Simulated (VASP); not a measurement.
Method: PBE GGA, VASP's PBE PAW potentials (set 64) (plane waves; VASP 6.6.1).

Input for VASP

### KPOINTS
```
kpoints
0
Gamma
  7 7 4
```

**INCAR**
```
# general
SYSTEM   =  GaN
PREC     =  Accurate
ENCUT    =  520
LREAL    =  .FALSE.   # projection in real space or not
LASPH    =  .TRUE.   # aspherical one-centre terms

# electronic loop
EDIFF    =  1E-6
NELM     =  100   # most electronic steps
ALGO     =  Normal   # blocked Davidson
LMAXMIX  =  4

# smearing
ISMEAR   =  0   # Gaussian
SIGMA    =  0.05

# functional
GGA      =  PE

# output
LWAVE    =  .FALSE.
LCHARG   =  .TRUE.
```

**POSCAR**
```
GaN
1
    1.6095764798    -2.7878682026     0.0000000000
    1.6095764798     2.7878682026     0.0000000000
    0.0000000000     0.0000000000     5.2396186207
Ga N
2 2
Direct
  0.6666670000   0.3333330000   0.5000411912
  0.3333330000   0.6666670000   0.0000411912
  0.6666670000   0.3333330000   0.8769588088
  0.3333330000   0.6666670000   0.3769588088
```

POTCAR, in this order: Ga_d N (PBE.64 set). Program: vasp_std.

**Question.** What will the output report for the number of irreducible k-points (NKPTS), largest plane-wave count, number of space-group operations, FFT grid (NGX, NGY, NGZ)?

**Answer.** 
- number of irreducible k-points (NKPTS): 24
- largest plane-wave count: 1288
- number of space-group operations: 12
- FFT grid (NGX, NGY, NGZ): 24 × 24 × 40

The compound is GaN in the wurtzite structure. It was relaxed first.
